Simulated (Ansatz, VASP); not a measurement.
# Si2P: VASP beside Ansatz

The input INCAR:

```
PREC = Accurate
ENCUT = 600
EDIFF = 1E-7
ISMEAR = 0
SIGMA = 0.1
LREAL = F
LASPH = T
NELM = 100
ALGO = Normal
ISIF = 3
LWAVE = F
LCHARG = F
GGA = PE
IBRION = 2
NSW = 100
EDIFFG = -0.01
```

The input KPOINTS:

```
Automatic mesh
0
Gamma
  10 10 10
```

File POSCAR:

```
Si2P
1.0
   -3.3035817275      3.3035817275      2.2412500876
    3.3035817275     -3.3035817275      2.2412500876
    3.3035817275      3.3035817275     -2.2412500876
Si P
4 2
Direct
    0.3750000000      0.6250000000      0.7500000000
    0.3750000000      0.1250000000      0.7500000000
    0.3750000000      0.6250000000      0.2500000000
    0.8750000000      0.6250000000      0.2500000000
    0.0000000000      0.0000000000      0.0000000000
    0.7500000000      0.2500000000      0.5000000000
```

Input for Ansatz:

```yaml
crystal:
  lattice:
    - [-3.3035817275, 3.3035817275, 2.2412500876]
    - [3.3035817275, -3.3035817275, 2.2412500876]
    - [3.3035817275, 3.3035817275, -2.2412500876]
  atoms:
    - { symbol: Si, position: [0.375, 0.625, 0.75] }
    - { symbol: Si, position: [0.375, 0.125, 0.75] }
    - { symbol: Si, position: [0.375, 0.625, 0.25] }
    - { symbol: Si, position: [0.875, 0.625, 0.25] }
    - { symbol: P, position: [0.0, 0.0, 0.0] }
    - { symbol: P, position: [0.75, 0.25, 0.5] }
basis:
  ecutwfc: 420
kpoints:
  mp_grid: { grid: [10, 10, 10] }
hamiltonian:
  xc: pbe
scf:
  occupations: { method: gaussian, width: 0.1 }
output:
  forces: true
  stress: true
  eigenvalues: true
relax:
  adjacent_minimum: "off"
  f_tol: 0.01
  max_steps: 80
  cell: { stress_tol: 0.05 }
```

Alike in both runs: task relaxation of cell and atoms; functional PBE; k mesh 10 × 10 × 10; occupations gaussian, width 0.1 eV; no spin polarisation.

|  | VASP | Ansatz |
| --- | --- | --- |
| version | VASP 6.6.1 | Ansatz 0.2.0 |
| potentials or method | VASP PAW PBE potentials, release 64 (Si, P) | scalar-relativistic, plane waves, PAW |
| plane-wave cutoff (eV) | 600 | 420 |
| valence electrons in the cell | 26 | 26 |

Ansatz gave:

- gap on the k mesh at the Fermi level, each at its own relaxed structure (eV): none
- relaxed volume (Å³/atom): 16.29
- relaxed cell length with the largest relative difference (Å): 5.174

**Question.** Estimate VASP's values.

**Answer.** gap on the k mesh at the Fermi level, each at its own relaxed structure (eV): none; relaxed volume (Å³/atom): 16.28; relaxed cell length with the largest relative difference (Å): 5.174.

A gap of «none» marks a metal or a gap that the smearing closes.
